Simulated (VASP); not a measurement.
VASP input:

### INCAR
```
! general
SYSTEM  = PbO
PREC    = Accurate
ENCUT   = 520
LREAL   = .FALSE.
LASPH   = .TRUE.

! electronic loop
EDIFF   = 1E-7
NELM    = 100
ALGO    = Normal
LMAXMIX = 4

! smearing
ISMEAR  = -5

! functional
GGA     = PE

! ions
ISIF    = 2

! output
LWAVE   = .FALSE.
LCHARG  = .TRUE.
LORBIT  = 11
NEDOS   = 601

! other
LEFG    = .TRUE.
```

File POSCAR:
```
PbO
5.4520770
  0.7440570019   0.0000000000   0.0000000000
  0.0000000000   0.7440570019   0.0000000000
  0.0000000000   0.0000000000   0.9999999679
Pb O
2 2
Cart
  0.3720285009   0.0000000000   0.7814729387
  0.7440570019   0.3720285009   0.2185270292
  0.3720285009   0.3720285009   0.0000000000
  0.0000000000   0.0000000000   0.0000000000
```

**KPOINTS**
```
Automatic mesh
0
G
6 6 5
```

POTCAR, in this order: Pb_d O (PBE.64 set). Program: vasp_std.

Translate this PBE calculation to Ansatz.

One equivalent input (not run):
Ansatz 0.2 input:
```yaml
crystal:
  lattice:
    - [4.0566561, 0.0000000, 0.0000000]
    - [0.0000000, 4.0566561, 0.0000000]
    - [0.0000000, 0.0000000, 5.4520768]
  atoms:
    - { symbol: Pb, position: [0.5000000, 0.0000000, 0.7814730] }
    - { symbol: Pb, position: [1.0000000, 0.5000000, 0.2185270] }
    - { symbol: O, position: [0.5000000, 0.5000000, 0.0000000] }
    - { symbol: O, position: [0.0000000, 0.0000000, 0.0000000] }
kpoints:
  mp_grid: { grid: [6, 6, 5] }
hamiltonian:
  xc: pbe
  pseudopotentials: { kind: paw }
scf:
  occupations: { method: tetrahedron }
  max_iter: 100
output: { forces: true, stress: true, eigenvalues: true }
```
What does not carry over: each code has its own PAW files, so the cut-off isn't converted (ENCUT is set for VASP's; basis.ecutwfc is left out, and Ansatz then takes the one that its files recommend); Ansatz stops its SCF on the density residual and VASP on the energy change (EDIFF); the field gradients of LEFG aren't asked of the other code.

The compound is PbO in the litharge structure. It was relaxed first, which changed the volume by +13 %.
